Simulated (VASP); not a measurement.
These are r2SCAN meta-GGA, VASP's PBE PAW potentials (set 64) (plane waves; VASP) values and carry that method's errors.

Input for VASP

### INCAR
```
SYSTEM = CeH2
PREC = Accurate; ENCUT = 480; LREAL = F
LASPH = T
EDIFF = 1E-7; NELM = 100; ALGO = Normal
LMAXMIX = 6; LMIXTAU = T
ISMEAR = 1; SIGMA = 0.1
METAGGA = R2SCAN
ISPIN = 2
IBRION = 2; NSW = 30; ISIF = 2
EDIFFG = -0.01
LWAVE = F; LCHARG = F; LORBIT = 10
```

File KPOINTS:
```
Automatic mesh
0
Gamma
10 10 10
0 0 0
```

File POSCAR:
```
CeH2
1.0
  0.0000000000   2.7960390511   2.7960390511
  2.7960390511   0.0000000000   2.7960390511
  2.7960390511   2.7960390511   0.0000000000
Ce H
1 2
Cart
  0.0000000000   0.0000000000   0.0000000000
  4.1940585767   4.1940585767   4.1940585767
  1.3980195256   1.3980195256   1.3980195256
```

POTCAR, in this order: Ce H (PBE.64 set). Program: vasp_std. The INCAR's line for the spin-polarised start is left out here.

The run has a spin-polarised start.

### Question
Estimate the energy per atom (σ→0), cell moment, pressure, band gap (on the k-mesh).

### Answer

| Property | Result |
|---|---|
| energy per atom (σ→0) | -13.168 eV/atom |
| cell moment | 1.21 μB |
| band gap (on the k-mesh) | none (metal, semimetal or under 0.01 eV) |
| pressure | -30.7 kbar |

### OSZICAR
```
...
DAV:  18    -0.395095931468E+02    0.19096E-04   -0.21336E-04  2891   0.116E-01    0.143E-02
DAV:  19    -0.395095934786E+02   -0.33182E-06   -0.24921E-05  3965   0.345E-02    0.528E-03
DAV:  20    -0.395095933861E+02    0.92500E-07   -0.21986E-06  3198   0.129E-02    0.429E-03
DAV:  21    -0.395095927718E+02    0.61431E-06   -0.50930E-07  3253   0.621E-03    0.550E-03
DAV:  22    -0.395095925799E+02    0.19187E-06   -0.12043E-06  3333   0.865E-03    0.325E-03
DAV:  23    -0.395095924095E+02    0.17039E-06   -0.50230E-07  3477   0.580E-03    0.119E-03
DAV:  24    -0.395095923854E+02    0.24104E-07   -0.40260E-08  2129   0.214E-03
   1 F= -.39509592E+02 E0= -.39503780E+02  d E =-.395096E+02  mag=     1.2096
```

The structure comes from a computed database's CeH2 entry (Fm-3m); how it stands against other phases isn't given here. This cell was strained or had an atom moved on purpose.
